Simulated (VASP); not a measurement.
# TlZnO2 (P4/mmm) in VASP: single point with PBE

Aim: the single point of TlZnO2 with PBE.

Program: VASP 6.6.1. These are calculated values, not measurements. Logs are shortened: lines on timing, memory, paths and dates and some standing lists are left out, and cuts for length are marked.

**1. The structure**

It takes space group P4/mmm (No. 123, tetragonal). Conventional cell: a = 4.063 Å, b = 4.063 Å, c = 3.469 Å, α = 90.00°, β = 90.00°, γ = 90.00°. Zn (site symmetry 4/mmm) is surrounded by 4 O at 2.03 Å. Tl (site symmetry 4/mmm) is surrounded by 8 O at 2.67 Å. O (site symmetry mmm) has 2 Zn at 2.03 Å as nearest neighbours.

The cell was built by a generator and needn't be a form met in nature.

**2. Single point, PBE**

Contents of INCAR:

```
SYSTEM = TlZnO2
PREC     = Accurate       ! precision mode
ENCUT    = 520            ! plane-wave cutoff, eV
EDIFF    = 1E-6           ! SCF threshold, eV
ISMEAR   = 0              ! smearing method
SIGMA    = 0.1            ! smearing width, eV
LREAL    = .False.        ! projectors in reciprocal space
LASPH    = .True.         ! aspherical terms in the spheres
NELM     = 100            ! most SCF steps
ALGO     = Fast           ! electronic algorithm
ISIF     = 2              ! what is computed and relaxed
LWAVE    = .False.        ! write WAVECAR
LCHARG   = .True.         ! write CHGCAR
GGA      = PE             ! functional
LELF     = .True.         ! ELF
LVHAR    = .True.       
NBANDS   = 26             ! bands
```

Contents of KPOINTS:

```
regular mesh
0
Gamma
  12 12 14
  0 0 0
```

Contents of POSCAR:

```
TlZnO2
1.0
    4.0625586005      0.0000000000      0.0000000000
    0.0000000000      4.0625586005      0.0000000000
    0.0000000000      0.0000000000      3.4691451502
Zn Tl O
1 1 2
Direct
    0.0000000000      0.0000000000      0.0000000000
    0.5000000000      0.5000000000      0.5000000000
    0.5000000000      0.0000000000      0.0000000000
    0.0000000000      0.5000000000      0.0000000000
```

Potentials or basis: VASP PAW PBE potentials, release 64 (Zn, Tl_d, O).

Run with:

```
cat potpaw_PBE.64/Zn/POTCAR potpaw_PBE.64/Tl_d/POTCAR potpaw_PBE.64/O/POTCAR > POTCAR
mpirun -np 1 vasp_std > vasp.out
```

OUTCAR:

```text
SYSTEM = TlZnO2
   PREC = Accurate
   ENCUT = 520
   EDIFF = 1E-6
   ISMEAR = 0
   LREAL = .False.
   LASPH = .True.
   NELM = 100
   ISIF = 2
   GGA = PE

 ion  position               nearest neighbor table
   1  0.000  0.000  0.000-   3 2.03   4 2.03   4 2.03   3 2.03   2 3.36   2 3.36   2 3.36   2 3.36
                             2 3.36   2 3.36   2 3.36   2 3.36
   2  0.500  0.500  0.500-   3 2.67   4 2.67   3 2.67   4 2.67   3 2.67   3 2.67   4 2.67   4 2.67
                             1 3.36   1 3.36   1 3.36   1 3.36   1 3.36   1 3.36   1 3.36   1 3.36
   3  0.500  0.000  0.000-   1 2.03   1 2.03   2 2.67   2 2.67   2 2.67   2 2.67
   4  0.000  0.500  0.000-   1 2.03   1 2.03   2 2.67   2 2.67   2 2.67   2 2.67

  LATTYP: Found a simple tetragonal cell.
 ALAT       =     4.0625586005
 C/A-ratio  =     0.8539311039

  Lattice vectors:

 A1 = (   4.0625586005,   0.0000000000,   0.0000000000)
 A2 = (   0.0000000000,   4.0625586005,   0.0000000000)
 A3 = (   0.0000000000,   0.0000000000,   3.4691451502)

Analysis of symmetry for initial positions (statically):
=====================================================================
 Subroutine PRICEL returns:
 Original cell was already a primitive cell.

 Routine SETGRP: Setting up the symmetry group for a
 simple tetragonal supercell.

 Subroutine GETGRP returns: Found 16 space group operations
 (whereof 16 operations were pure point group operations)
 out of a pool of 16 trial point group operations.

The static configuration has the point symmetry D_4h.

Analysis of symmetry for dynamics (positions and initial velocities):
=====================================================================
 Subroutine PRICEL returns:
 Original cell was already a primitive cell.

 Routine SETGRP: Setting up the symmetry group for a
 simple tetragonal supercell.

 Subroutine GETGRP returns: Found 16 space group operations
 (whereof 16 operations were pure point group operations)
 out of a pool of 16 trial point group operations.

The dynamic configuration has the point symmetry D_4h.

 Subroutine INISYM returns: Found 16 space group operations
 (whereof 16 operations are pure point group operations),
 and found     1 'primitive' translations

----------------------------------------------------------------------------------------

                                     Primitive cell

  volume of cell :      57.2561

  direct lattice vectors                    reciprocal lattice vectors
     4.062558601  0.000000000  0.000000000     0.246150296  0.000000000  0.000000000
     0.000000000  4.062558601  0.000000000     0.000000000  0.246150296  0.000000000
     0.000000000  0.000000000  3.469145150     0.000000000  0.000000000  0.288255451

  length of vectors
     4.062558601  4.062558601  3.469145150     0.246150296  0.246150296  0.288255451

  position of ions in fractional coordinates (direct lattice)
     0.000000000  0.000000000  0.000000000
     0.500000000  0.500000000  0.500000000
     0.500000000  0.000000000  0.000000000
     0.000000000  0.500000000  0.000000000

  ion indices of the primitive-cell ions
   primitive index   ion index
                 1           1
                 2           2
                 3           3
                 4           4

----------------------------------------------------------------------------------------

 KPOINTS: regular mesh

Automatic generation of k-mesh.
 Grid dimensions read from file:
 generate k-points for:   12   12   14

 Generating k-lattice:

  Cartesian coordinates                     Fractional coordinates (reciprocal lattice)
     0.020512525  0.000000000  0.000000000     0.083333333  0.000000000  0.000000000
     0.000000000  0.020512525  0.000000000     0.000000000  0.083333333  0.000000000
     0.000000000  0.000000000  0.020589675     0.000000000  0.000000000  0.071428571

  Length of vectors
     0.020512525  0.020512525  0.020589675

  Shift w.r.t. Gamma in fractional coordinates (k-lattice)
     0.000000000  0.000000000  0.000000000

 Subroutine IBZKPT returns following result:
 ===========================================

 Found    224 irreducible k-points:

 Following reciprocal coordinates:
            Coordinates               Weight
  0.000000  0.000000  0.000000      1.000000
  0.083333  0.000000  0.000000      4.000000
  0.166667  0.000000  0.000000      4.000000
  0.250000  0.000000  0.000000      4.000000
  0.333333  0.000000  0.000000      4.000000
  0.416667  0.000000  0.000000      4.000000
[... 16 lines left out ...]
  0.333333  0.333333  0.000000      4.000000
  0.416667  0.333333  0.000000      8.000000
 [... further k-points ...]
   k-points           NKPTS =    224   k-points in BZ     NKDIM =    224   number of bands    NBANDS=     26
   number of dos      NEDOS =    301   number of ions     NIONS =      4
   total plane-waves  NPLWV =  25200
   dimension x,y,z NGX =    30 NGY =   30 NGZ =   28
   dimension x,y,z NGXF=    60 NGYF=   60 NGZF=   56
   ions per type =               1   1   2
   NGX,Y,Z   is equivalent  to a cutoff of  12.28, 12.28, 13.42 a.u.
   NGXF,Y,Z  is equivalent  to a cutoff of  24.55, 24.55, 26.84 a.u.
 SYSTEM =  TlZnO2
   PREC   = accura    normal or accurate (medium, high low for compatibility)
   ISTART =      0    job   : 0-new  1-cont  2-samecut
   ICHARG =      2    charge: 1-file 2-atom 10-const
   ISPIN  =      1    spin polarized calculation?
   LNONCOLLINEAR =      F non collinear calculations
   LSORBIT =      F    spin-orbit coupling
   LASPH  =      T    aspherical Exc in radial PAW
   ENCUT  =  520.0 eV  38.22 Ry    6.18 a.u.   7.55  7.55  6.45*2*pi/ulx,y,z
   NELM   =    100;   NELMIN=  2; NELMDL= -5     # of ELM steps
   EDIFF  = 0.1E-05   stopping-criterion for ELM
   LREAL  =      F    real-space projection
   EDIFFG = 0.1E-04   stopping-criterion for IOM
   NSW    =      0    number of steps for IOM
   IBRION =     -1    ionic relax: 0-MD 1-quasi-New 2-CG
   NFREE  =      0    steps in history (QN), initial steepest desc. (CG)
   ISIF   =      2    stress and relaxation
   ISYM   =      2    0-nonsym 1-usesym 2-fastsym
   POTIM  = 0.5000    time-step for ionic-motion
   TEBEG  =    0.0;   TEEND  =   0.0 temperature during run
   PSTRESS=    0.0 pullay stress
   NELECT =      37.0000    total number of electrons
   NUPDOWN=      -1.0000    fix difference up-down
   EMIN   =  10.00;   EMAX   =-10.00  energy-range for DOS
   EFERMI =   0.00;   METHOD = LEGACY
   ISMEAR =     0;   SIGMA  =   0.10  broadening in eV -4-tet -1-fermi 0-gaus
   EFERMI_NEDOS =   21; number of points for ismear=-14 and -15
   IALGO  =     68    algorithm
   IMIX   =      4    mixing-type and parameters
     AMIX     =   0.40;   BMIX     =  1.00
     AMIX_MAG =   1.60;   BMIX_MAG =  1.00
  volume/ion in A,a.u.               =      14.31        96.60
  Fermi-wavevector in a.u.,A,eV,Ry     =   1.415364  2.674650 27.255944  2.003255
  Thomas-Fermi vector in A             =   2.536810
   LORBIT       =      0    0 simple, 1 ext, 2 COOP (PROOUT), +10 PAW based schemes
   GGA     = PE    functional components
   LHFCALC =     F    Hartree Fock is set to
   AEXX    =    0.0000 exact exchange contribution
   IVDW    =     0    specifies the selected vdW correction
   LEPSILON=     F    determine dielectric tensor
   LRPA    =     F    only Hartree local field effects (RPA)
 non-spin polarized calculation
 RMM-DIIS sequential band-by-band and
 Gauss-broadening in eV      SIGMA  =   0.10
  energy-cutoff  :      520.00
  volume of cell :       57.26
 maximum number of plane-waves:      1572
   NGX = 15   NGY = 15   NGZ = 13

 number of electron      36.9999991 magnetization

 Free energy of the ion-electron system (eV)
  ---------------------------------------------------
  ext. energy  EPLUGINS =         0.00000000
  ---------------------------------------------------
  free energy    TOTEN  =       -15.85842723 eV

  energy without entropy =      -15.85005982  energy(sigma->0) =      -15.85424353

 E-fermi :   4.4462     XC(G=0): -10.9341

 val. band max:        4.4367841666   @ k =   0.4167   0.0000   0.0714
 cond. band min:       4.4627625429   @ k =   0.4167   0.4167   0.2143
 fundamental gap:      0.0259783763
 Fermi energy:         4.4462438944

 k-point     1 :       0.0000    0.0000    0.0000
  band No.  band energies     occupation
      1     -13.8997      2.00000
      2     -12.7713      2.00000
      3      -6.3304      2.00000
      4      -6.1306      2.00000
      5      -5.9822      2.00000
      6      -5.9563      2.00000
[... 18 lines left out ...]
     25      16.0255      0.00000
     26      16.9529      0.00000

 k-point     2 :       0.0833    0.0000    0.0000
  band No.  band energies     occupation
      1     -13.8747      2.00000
      2     -12.7814      2.00000
      3      -6.3294      2.00000
      4      -6.1357      2.00000
      5      -5.9854      2.00000
      6      -5.9648      2.00000
[... 18 lines left out ...]
     25      16.2573      0.00000
     26      17.2066      0.00000

 k-point     3 :       0.1667    0.0000    0.0000
  band No.  band energies     occupation
      1     -13.8014      2.00000
      2     -12.8130      2.00000
      3      -6.3288      2.00000
      4      -6.1494      2.00000
      5      -5.9925      2.00000
      6      -5.9876      2.00000
[... 18 lines left out ...]
     25      15.9848      0.00000
     26      16.4676      0.00000

 k-point     4 :       0.2500    0.0000    0.0000
  band No.  band energies     occupation
      1     -13.6871      2.00000
      2     -12.8703      2.00000
      3      -6.3329      2.00000
      4      -6.1680      2.00000
      5      -6.0182      2.00000
      6      -5.9977      2.00000
[... 18 lines left out ...]
     25      15.2553      0.00000
     26      15.7186      0.00000

 k-point     5 :       0.3333    0.0000    0.0000
  band No.  band energies     occupation
      1     -13.5429      2.00000
      2     -12.9575      2.00000
      3      -6.3430      2.00000
      4      -6.1863      2.00000
      5      -6.0484      2.00000
      6      -5.9976      2.00000
[... 18 lines left out ...]
     25      14.6491      0.00000
     26      15.1225      0.00000

 k-point     6 :       0.4167    0.0000    0.0000
  band No.  band energies     occupation
      1     -13.3840      2.00000
      2     -13.0748      2.00000
      3      -6.3540      2.00000
      4      -6.1996      2.00000
      5      -6.0702      2.00000
      6      -5.9940      2.00000
[... 427 lines left out ...]
 k-point    21 :       0.4167    0.2500    0.0000
  band No.  band energies     occupation
      1     -13.2572      2.00000
      2     -13.0332      2.00000
      3      -6.3477      2.00000
      4      -6.2865      2.00000
      5      -6.0717      2.00000
      6      -6.0296      2.00000
[... 18 lines left out ...]
     25      14.9393      0.00000
     26      16.7429      0.00000

 k-point    22 :       0.5000    0.2500    0.0000
  band No.  band energies     occupation
      1     -13.1499      2.00000
      2     -13.1208      2.00000
      3      -6.3516      2.00000
      4      -6.2961      2.00000
      5      -6.0799      2.00000
      6      -6.0290      2.00000
[... 18 lines left out ...]
     25      15.2315      0.00000
     26      17.0111      0.00000

 k-point    23 :       0.3333    0.3333    0.0000
  band No.  band energies     occupation
      1     -13.2845      2.00000
      2     -12.9790      2.00000
      3      -6.3460      2.00000
      4      -6.3003      2.00000
      5      -6.0503      2.00000
      6      -6.0480      2.00000
[... 18 lines left out ...]
     25      14.9125      0.00000
     26      16.8710      0.00000

 k-point    24 :       0.4167    0.3333    0.0000
  band No.  band energies     occupation
      1     -13.1820      2.00000
      2     -13.0217      2.00000
      3      -6.3551      2.00000
      4      -6.3306      2.00000
      5      -6.0724      2.00000
      6      -6.0493      2.00000
[... 18 lines left out ...]
     25      15.3906      0.00000
     26      16.6476      0.00000

 [... further k-points ...]
[... 5 lines left out ...]
  --------------------------------------------------------------------------------------
  -------------------------------------------------------------------------------------
  Total        0.2040166      0.2040166     -0.0004444      0.0000000     -0.0000000      0.0000000
  in kB        5.7089240      5.7089240     -0.0124363      0.0000000     -0.0000000      0.0000000
  external PRESSURE =       3.8018039 kB  Pullay stress =       0.0000000 kB

 VOLUME and BASIS-vectors are now :
 -----------------------------------------------------------------------------
  energy-cutoff  :      520.00
  volume of cell :       57.26
      direct lattice vectors                 reciprocal lattice vectors
     4.062558601  0.000000000  0.000000000     0.246150296  0.000000000  0.000000000
     0.000000000  4.062558601  0.000000000     0.000000000  0.246150296  0.000000000
     0.000000000  0.000000000  3.469145150     0.000000000  0.000000000  0.288255451

 POSITION                                       TOTAL-FORCE (eV/Angst)
 -----------------------------------------------------------------------------------
      0.00000      0.00000      0.00000         0.000000      0.000000      0.000000
      2.03128      2.03128      1.73457         0.000000      0.000000      0.000000
      2.03128      0.00000      0.00000         0.000000      0.000000      0.000000
      0.00000      2.03128      0.00000         0.000000      0.000000      0.000000
 -----------------------------------------------------------------------------------
    total drift:                                0.000000     -0.000000      0.000000

  FREE ENERGIE OF THE ION-ELECTRON SYSTEM (eV)
  ---------------------------------------------------
  free  energy   TOTEN  =       -15.8584272298 eV

  energy  without entropy=      -15.8500598241  energy(sigma->0) =      -15.85424353
```

It took 3.2 min on 1 thread of Intel Xeon Platinum 8488C (Sapphire Rapids), shared host; peak memory 0.41 GiB.

What came out:

```yaml
Free_energy: -15.8584 eV
Pressure: 0.4 GPa
Band_gap_on_the_k_mesh: none (metal or under the smearing width)
```

Caveat: an odd number of electrons without spin polarisation forces a metal; a magnetic or distorted state may lie lower. The run has no spin-orbit coupling, so splittings on Tl are missing.
